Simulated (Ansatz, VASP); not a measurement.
# Si2O: VASP beside Ansatz, part 2 of 3

Aim: how closely do two programs agree when they are given the same cell, functional and k mesh? Of the first pair: The structure shown is frame 165 of Ansatz's trajectory.

VASP 6.6.1 and Ansatz 0.2.0.

So far. Step 4 (Side by side): The forces differ by 41 meV/Å r.m.s., which is 2.0 % of the r.m.s. force of 2.038 eV/Å (both taken over all components).

## 5. Ansatz: dynamics, PBE

Level of this step: Ansatz beside VASP: Kohn-Sham DFT, plane waves, PBE (Ansatz).

One frame of this run of dynamics is then solved in both programs, so the motion causes no difference.

The structure compared here is frame 132 of Ansatz's trajectory.

Contents of input.yaml:

```yaml
crystal:
  lattice:
    - [9.1363297067, 0.0, 0.0]
    - [0.0, 9.1363297067, 0.0]
    - [0.0, 0.0, 9.1363297067]
  atoms:
    - { symbol: Si, position: [0.4414744439, 0.3172146702, 0.436853637] }
    - { symbol: Si, position: [0.039318163, 1.2826679579, 0.9312746867] }
    - { symbol: Si, position: [0.8253575659, 0.6833895947, 0.5940215578] }
    - { symbol: Si, position: [0.2323279503, 0.1088765891, 0.7512385785] }
    - { symbol: Si, position: [0.831875838, -0.2593699355, 0.1407212921] }
    - { symbol: Si, position: [0.144060458, 0.2221017605, 0.3868187207] }
    - { symbol: Si, position: [0.6995455868, 0.5717563997, -0.0124407272] }
    - { symbol: Si, position: [1.0297632337, 0.4931393081, 0.3298159896] }
    - { symbol: Si, position: [0.7533094465, 0.4492579316, 0.2368195086] }
    - { symbol: Si, position: [1.0957839778, 0.3690543318, 0.6341641574] }
    - { symbol: Si, position: [0.3086549983, 0.4028471065, 0.8586387514] }
    - { symbol: Si, position: [0.6920988231, 0.9162064412, 0.7353581198] }
    - { symbol: Si, position: [0.5526161958, 0.7656987723, 0.5820146179] }
    - { symbol: Si, position: [0.9763488993, 1.1167582332, 0.5015288323] }
    - { symbol: Si, position: [0.1283587838, 0.6883852032, 0.7200397178] }
    - { symbol: Si, position: [0.9547912515, 0.9290936583, -0.0858782193] }
    - { symbol: Si, position: [0.2012978739, 0.8161391666, 0.1209821975] }
    - { symbol: Si, position: [0.2260214166, 0.3484844386, 0.1281815857] }
    - { symbol: Si, position: [0.0394787133, 0.5740643382, 0.0181860691] }
    - { symbol: Si, position: [0.9109823763, 0.4897682845, 0.840260892] }
    - { symbol: Si, position: [0.8104120976, 1.1920069819, 0.8339722254] }
    - { symbol: Si, position: [0.9160106906, 1.059303507, 0.1910600874] }
    - { symbol: Si, position: [0.4513913646, 0.6838800056, 0.879932887] }
    - { symbol: Si, position: [-0.0040338511, 0.8952287094, 0.6643402927] }
    - { symbol: Si, position: [0.6196421154, 0.2337372303, 1.1197641557] }
    - { symbol: Si, position: [0.2507263369, 0.5585767253, 0.474799686] }
    - { symbol: Si, position: [0.6349364225, 0.2111874595, 0.5042195283] }
    - { symbol: Si, position: [0.2834358256, 0.8903906796, 0.8840256084] }
    - { symbol: O, position: [0.3920058244, 0.6979095536, 0.5915550377] }
    - { symbol: O, position: [0.202072399, 0.5266082298, 0.0830616235] }
    - { symbol: O, position: [-0.0466863639, -0.0575099342, 0.4861616873] }
    - { symbol: O, position: [0.7149070058, 0.1564091346, 0.9830019089] }
    - { symbol: O, position: [0.3282062005, -0.2699444553, 0.1921801147] }
    - { symbol: O, position: [0.5500401839, 0.3993778752, 0.2502674439] }
    - { symbol: O, position: [0.836837662, 0.3565688306, 0.7437580995] }
    - { symbol: O, position: [0.4502983658, 0.9544681821, 0.8274296369] }
    - { symbol: O, position: [0.7401806682, 0.1755872761, 0.2726066947] }
    - { symbol: O, position: [0.4820701728, 0.1302325821, 0.4552517038] }
    - { symbol: O, position: [0.3613351448, 0.2439914491, 0.7589297914] }
    - { symbol: O, position: [0.6943967042, 1.1097888853, 0.706223678] }
    - { symbol: O, position: [0.4343979969, 0.1865927636, 1.1354777584] }
    - { symbol: O, position: [0.6701752462, 0.6670606539, 0.4728184946] }
kpoints:
  mp_grid: { grid: [1, 1, 1] }
scf:
  occupations: { method: fermi_dirac, width: 0.1 }
  n_extra_bands: 27
hamiltonian:
  xc: pbe
  pseudopotentials: { kind: paw, azcp: { folder: soft_1 } }
output:
  forces: true
basis:
  ecutwfc: 320
md:
  timestep: 1.5
  n_steps: 396
  ensemble: nvt_langevin
  temperature: 1760
  seed: 2
```

Command:

```console
> ansatz run input.yaml --threads 8 --pin off --max-ram 23552MiB --backend cpu --events-out ev --progress --plain --runs-dir out
```

Numbers of over 12 decimals in the logs are rounded to 6 here.

What it wrote:

```text
[...]
Crystal: 42 atoms, lattice volume = 762.632 Å³
Basis set: ecut = 320 eV, 9843 PW (Γ), exchange–correlation on 108×108×108 points (8 copies of the dense FFT grid, shifted against one another)
Bands: 125, of which v1, the nominal top of the filled ones, is band 98 counted from 1 (97 counted from 0)
Symmetry: 1 space group operations
k-points: 1
[...]
SCF iter   1: F=—  HF=-25727.377043 eV  |F-HF|=—  |Δ(HF+E_count)|=         —  Δρ=4.62e-2  dr2=3.73e1  ethr=3.10e-3  ⟨swp⟩=9.0  Hψ=718  notcnv=0
[...]
md step    70: t =   105.00 fs  T =  1782.8 K  F+E_penalty+E_count = -25730.28874881 eV  E_kin = 9.678788 eV  (9 SCF iters)
[... from here on, the SCF cycles and remarks between the steps are left out, and one step in 5 is shown ...]
md step    71: t =   106.50 fs  T =  1768.7 K  F+E_penalty+E_count = -25730.11307610 eV  E_kin = 9.602133 eV  (7 SCF iters)
md step    74: t =   111.00 fs  T =  1685.6 K  F+E_penalty+E_count = -25729.90450337 eV  E_kin = 9.151220 eV  (7 SCF iters)
md step    75: t =   112.50 fs  T =  1644.7 K  F+E_penalty+E_count = -25730.02434041 eV  E_kin = 8.928959 eV  (7 SCF iters)
[...]
```

## 6. VASP: single point, PBE, pair 2

The same cell, functional, mesh and smearing now go to VASP, with its own data sets.

Contents of INCAR:

```
SYSTEM = Si2O
PREC = Accurate
ENCUT = 520
EDIFF = 1E-06
NELM = 120
ISMEAR = -1
SIGMA = 0.1
LREAL = Auto
ALGO = Normal
GGA = PE
NBANDS = 128
LORBIT = 11
LWAVE = .FALSE.
LCHARG = .FALSE.
ISIF = 2
LASPH = .TRUE.
GGA_COMPAT = .FALSE.
EFERMI = MIDGAP
NCORE = 2
```

Contents of POSCAR:

```
Si2O
1.0
    9.1363297067      0.0000000000      0.0000000000
    0.0000000000      9.1363297067      0.0000000000
    0.0000000000      0.0000000000      9.1363297067
Si O
28 14
Direct
    0.4488224628      0.3210714909      0.3702159520
    0.9764999724      0.2705822111      0.0166027604
    0.8407082764      0.6365027518      0.5668411897
    0.2096091167      0.0724727567      0.6683359944
    0.9613329731      0.8331044250      0.1542425728
    0.1449492348      0.2260719639      0.3787060134
    0.6763815666      0.6357179728      0.9024010704
    0.0496789529      0.5494251150      0.3765416869
    0.7879401500      0.6368003549      0.1859995266
    0.0502544575      0.4047038711      0.5825548301
    0.2845052755      0.3683553580      0.7090843050
    0.6243161295      0.8540358383      0.7490913988
    0.5316828700      0.6675257128      0.5978381008
    0.9933152909      0.1190256184      0.5488474213
    0.0615834824      0.6185487150      0.7857740724
    0.9864555340      0.9975851674      0.8900408553
    0.1934501114      0.9047314693      0.0477367842
    0.2242911613      0.2575418221      0.1581560699
    0.0175630702      0.5730118295      0.1091031116
    0.8324104147      0.4905099908      0.7987588270
    0.6978048302      0.1771767597      0.8538809621
    0.8445162607      0.1071338628      0.1589864909
    0.4414583459      0.5506411394      0.8292114277
    0.8913686314      0.8687449178      0.6826873811
    0.5451794276      0.2372204233      0.1254359606
    0.3026747161      0.4873650736      0.4686447553
    0.7354905324      0.2280851356      0.5713625895
    0.3173854374      0.7975102950      0.8469865086
    0.4232503778      0.6709797256      0.4582027066
    0.2051455081      0.4335394110      0.1314586972
    0.9516498403      0.9465092640      0.5136927137
    0.5833263653      0.2911975690      0.9565691345
    0.2092456228      0.9786389057      0.2104499358
    0.5103422435      0.3896095165      0.2188203649
    0.7165304023      0.3253980642      0.7198836088
    0.4695647090      0.8832414393      0.8536378667
    0.6609946438      0.0946653665      0.1809619457
    0.5870548866      0.2443870867      0.4618224315
    0.3075272117      0.1846501882      0.7610888862
    0.6433084388      0.0821053221      0.6872279352
    0.3761248894      0.1811414488      0.0906232940
    0.6739552093      0.6122103930      0.5047388993
```

Contents of KPOINTS:

```
Automatic mesh
0
Gamma
1 1 1
0 0 0
```

The projector-augmented-wave data sets are Si and O (PBE family, release 64).

Command:

```console
> mpirun -np 8 vasp_gam
```

What it wrote:

```text
[... set-up lines as in an earlier step ...]
 entering main loop
       N       E                     dE             d eps       ncg     rms          rms(c)
DAV:   1     0.144292675321E+04    0.14429E+04   -0.98234E+04   256   0.140E+03
DAV:   2    -0.873409000862E+02   -0.15303E+04   -0.14441E+04   312   0.290E+02
DAV:   3    -0.264140748084E+03   -0.17680E+03   -0.17360E+03   304   0.101E+02
DAV:   4    -0.269925531026E+03   -0.57848E+01   -0.57156E+01   304   0.196E+01
[...]
DAV:  17    -0.245582886102E+03   -0.10065E-05   -0.21598E-05   280   0.140E-02    0.106E-02
DAV:  18    -0.245582884873E+03    0.12281E-05   -0.85005E-06   304   0.988E-03    0.558E-03
DAV:  19    -0.245582884252E+03    0.62166E-06   -0.51243E-06   280   0.762E-03
   1 F= -.24558288E+03 E0= -.24537173E+03  d E =-.422310E+00
```

From OUTCAR (step 6):

```text
  Total        0.1575516    -12.5407054     -5.2438980      8.5216116      5.7302730     -8.3574020
  in kB        0.3309924    -26.3461559    -11.0166494     17.9026380     12.0384508    -17.5576579
  external PRESSURE =     -12.3439376 kB  Pullay stress =       0.0000000 kB

 POSITION                                       TOTAL-FORCE (eV/Angst)
 -----------------------------------------------------------------------------------
      4.10059      2.93342      3.38242        -0.286663     -0.307656      2.656181
      8.92163      2.47213      0.15169         0.150747     -0.244191     -0.155814
      7.68099      5.81530      5.17885         1.417193     -0.489586      0.018642
      1.91506      0.66213      6.10614        -0.333916     -2.439714      0.142156
      8.78306      7.61152      1.40921        -0.524097      1.548510     -0.811623
      1.32430      2.06547      3.45998        -0.072547      0.015892      1.471049
      6.17964      5.80813      8.24463        -0.631802      0.714742      1.935874
      0.45388      5.01973      3.44021        -0.523639      0.203864     -0.209372
      7.19888      5.81802      1.69935        -1.437200     -0.057672     -0.715707
      0.45914      3.69751      5.32241         0.154067     -0.540895      1.547666
      2.59933      3.36542      6.47843        -0.122468      0.907210      0.896321
      5.70396      7.80275      6.84395        -0.075961      0.552838     -0.602155
      4.85763      6.09873      5.46205        -1.017430      0.812323      0.753564
      9.07526      1.08746      5.01445        -0.928547      1.544705     -0.191478
[...]
-----------------------------------------------------------------------------------
    total drift:                                0.007938     -0.005881     -0.009325

  FREE ENERGIE OF THE ION-ELECTRON SYSTEM (eV)
  ---------------------------------------------------
  free  energy   TOTEN  =      -245.5828842518 eV

  energy  without entropy=     -245.1605742363  energy(sigma->0) =     -245.37172924

[... 2 parts as in an earlier step ...]

[... 1 further part left out ...]
[key lines of the parts left out:]
E-fermi :   4.3179
```

The run ends at a pressure of -1.23 GPa, with forces up to 3.5 eV/Å.

## 7. Side by side

Forces on 9 of the 42 atoms, those with the largest forces and the largest differences (eV/Å; atoms numbered as in POSCAR):

```
atom          Ansatz x, y, z            VASP x, y, z
 Si1   -0.229, -0.304, 2.594   -0.287, -0.308, 2.656
Si17    -0.738, 0.032, 1.476   -0.753, -0.018, 1.359
Si18   -0.898, 0.024, -2.646  -0.929, -0.070, -2.614
Si19   2.465, -2.044, -1.041   2.474, -2.044, -1.040
Si26     0.455, 3.260, 0.392     0.440, 3.239, 0.386
Si27  -1.238, -2.903, -1.396  -1.201, -2.915, -1.470
 O29  -2.890, -1.813, -0.023  -2.949, -1.807, -0.096
 O33   0.116, -0.265, -1.204   0.109, -0.223, -1.076
 O36    2.379, 2.073, -0.339    2.427, 2.097, -0.347
```

The forces differ by 35 meV/Å r.m.s., which is 3.0 % of the r.m.s. force of 1.160 eV/Å (both taken over all components).

## 8. Ansatz: dynamics, PBE

One frame of this run of dynamics is then solved in both programs, so the motion causes no difference.

The structure compared here is frame 88 of Ansatz's trajectory.

Contents of input.yaml:

```yaml
crystal:
  lattice:
    - [9.1363297067, 0.0, 0.0]
    - [0.0, 9.1363297067, 0.0]
    - [0.0, 0.0, 9.1363297067]
  atoms:
    - { symbol: Si, position: [0.5461129217, 0.4662638869, 0.4544089633] }
    - { symbol: Si, position: [0.0523771391, 1.3045824299, 1.0030758071] }
    - { symbol: Si, position: [0.8988698303, 0.7076546678, 0.5810112512] }
    - { symbol: Si, position: [0.1378309389, 0.1635792757, 0.7208273891] }
    - { symbol: Si, position: [0.9526402812, -0.2114546821, 0.1616633181] }
    - { symbol: Si, position: [-0.007426392, 0.1554765697, 0.3112888942] }
    - { symbol: Si, position: [0.7395221014, 0.8312415102, -0.0033412175] }
    - { symbol: Si, position: [1.0032462008, 0.5710757486, 0.3138989936] }
    - { symbol: Si, position: [0.8423638326, 0.5417884563, 0.0269812489] }
    - { symbol: Si, position: [1.029797911, 0.4336022886, 0.5431775373] }
    - { symbol: Si, position: [0.2756328362, 0.454388445, 0.6566502069] }
    - { symbol: Si, position: [0.5890562654, 0.9560042294, 0.7527736779] }
    - { symbol: Si, position: [0.588471882, 0.7419722426, 0.6046527447] }
    - { symbol: Si, position: [0.929506144, 1.1478613138, 0.5625776244] }
    - { symbol: Si, position: [0.1375816801, 0.7452643863, 0.671716678] }
    - { symbol: Si, position: [1.041589648, 1.0471602675, -0.0881481767] }
    - { symbol: Si, position: [0.1712826299, 0.8317818222, -0.0545464126] }
    - { symbol: Si, position: [0.1798305311, 0.2989368148, 0.2022592306] }
    - { symbol: Si, position: [0.0391522371, 0.5124047063, -0.1425359923] }
    - { symbol: Si, position: [0.71634333, 0.5358589317, 0.7805209882] }
    - { symbol: Si, position: [0.7516484189, 1.3250810422, 1.0137221089] }
    - { symbol: Si, position: [0.8103709443, 1.0960423824, 0.1108350915] }
    - { symbol: Si, position: [0.4686116643, 0.6023893793, 0.7751430535] }
    - { symbol: Si, position: [-0.089268734, 0.8862364255, 0.7664211831] }
    - { symbol: Si, position: [0.5497134446, 0.2716957103, 1.2006133158] }
    - { symbol: Si, position: [0.2926248417, 0.7166547472, 0.4244244723] }
    - { symbol: Si, position: [0.725114545, 0.2485530682, 0.634257516] }
    - { symbol: Si, position: [0.4740220356, 0.7963219862, 0.9671881501] }
    - { symbol: O, position: [0.4411988848, 0.7810818585, 0.4995113337] }
    - { symbol: O, position: [0.1684661642, 0.4858247939, 0.2365413625] }
    - { symbol: O, position: [-0.1691042541, -0.0152968414, 0.617283167] }
    - { symbol: O, position: [0.5722165038, 0.2961799301, 1.0330723226] }
    - { symbol: O, position: [0.1305678929, -0.2506381491, 0.0982388024] }
    - { symbol: O, position: [0.5709065031, 0.4216971618, 0.2939941102] }
    - { symbol: O, position: [0.746404228, 0.3541823511, 0.8291105897] }
    - { symbol: O, position: [0.4654053245, 0.9865195337, 0.8661402529] }
    - { symbol: O, position: [0.6468876569, 0.1384120258, 0.2371583156] }
    - { symbol: O, position: [0.6655546964, 0.3772413212, 0.5514417797] }
    - { symbol: O, position: [0.2649014613, 0.299447603, 0.7321539537] }
    - { symbol: O, position: [0.6176845541, 1.09973518, 0.6538739895] }
    - { symbol: O, position: [0.3730523197, 0.2382980473, 1.2189002776] }
    - { symbol: O, position: [0.6421188089, 0.6105826188, 0.4848260981] }
kpoints:
  mp_grid: { grid: [1, 1, 1] }
scf:
  occupations: { method: fermi_dirac, width: 0.1 }
  n_extra_bands: 27
hamiltonian:
  xc: pbe
  pseudopotentials: { kind: paw, azcp: { folder: soft_1 } }
output:
  forces: true
basis:
  ecutwfc: 320
md:
  timestep: 1.5
  n_steps: 264
  ensemble: nvt_langevin
  temperature: 300
  seed: 2
```

Command:

```console
> ansatz run input.yaml --threads 8 --pin off --max-ram 23552MiB --backend cpu --events-out ev --progress --plain --runs-dir out
```

What it wrote:

```text
[...]
Crystal: 42 atoms, lattice volume = 762.632 Å³
Basis set: ecut = 320 eV, 9843 PW (Γ), exchange–correlation on 108×108×108 points (8 copies of the dense FFT grid, shifted against one another)
Bands: 125, of which v1, the nominal top of the filled ones, is band 98 counted from 1 (97 counted from 0)
Symmetry: 1 space group operations
k-points: 1
[...]
SCF iter   1: F=—  HF=-25742.362233 eV  |F-HF|=—  |Δ(HF+E_count)|=         —  Δρ=5.04e-2  dr2=3.02e1  ethr=3.10e-3  ⟨swp⟩=9.0  Hψ=737  notcnv=0
[...]
md step    72: t =   108.00 fs  T =   661.1 K  F+E_penalty+E_count = -25744.68833647 eV  E_kin = 3.589051 eV  (6 SCF iters)
[... from here on, the SCF cycles and remarks between the steps are left out, and one step in 5 is shown ...]
md step    73: t =   109.50 fs  T =   660.5 K  F+E_penalty+E_count = -25744.74671166 eV  E_kin = 3.585933 eV  (6 SCF iters)
md step    76: t =   114.00 fs  T =   688.2 K  F+E_penalty+E_count = -25744.84362487 eV  E_kin = 3.735995 eV  (6 SCF iters)
md step    78: t =   117.00 fs  T =   688.8 K  F+E_penalty+E_count = -25744.92061799 eV  E_kin = 3.739233 eV  (6 SCF iters)
[...]
```

[end of part 2 of 3]

[Lines on the potential files, build, host, timing and source positions are cut from VASP's logs without a mark.]

[Logs are printed without paths, hosts, clocks, repeated set-up lines and the standing remarks that a program may print on its own settings, such as how far it seeks lower states.]

[Hosts, paths, dates, database ids (printed as entryN), source tags and the programs' standing remarks are cut or masked in the printed files.]
